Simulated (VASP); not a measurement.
Consider the following.

```yaml
crystal:
  lattice:
    - [0.00000, 3.70762, 3.60657]
    - [3.67176, 0.00000, 3.60657]
    - [3.67176, 3.70762, 0.00000]
  atoms:
    - { symbol: K, position: [0.25000, 0.25000, 0.25000] }
    - { symbol: K, position: [0.75000, 0.75000, 0.75000] }
    - { symbol: S, position: [0.99261, 0.00739, 0.00739] }
```

Method: PBE GGA, VASP's PBE PAW potentials (set 64) (plane waves; VASP 6.6.1). Run with 350 eV cut-off, 5×5×5 Γ-centred mesh, Gaussian smearing of 0.050 eV, potentials K_sv S.

**Question.** Estimate the energy per atom (σ→0), pressure.

**Answer.** 
- energy per atom (σ→0) = -3.131 eV/atom
- pressure = 1.17 GPa

The absolute energy has meaning only against runs of the same code, potentials and settings.

The compound is K2S in the antifluorite structure. The cell was not relaxed at this level, atoms are displaced from their ideal sites. The run is one of a series of settings (ENCUT = 350 against the base run), some of them coarse on purpose.
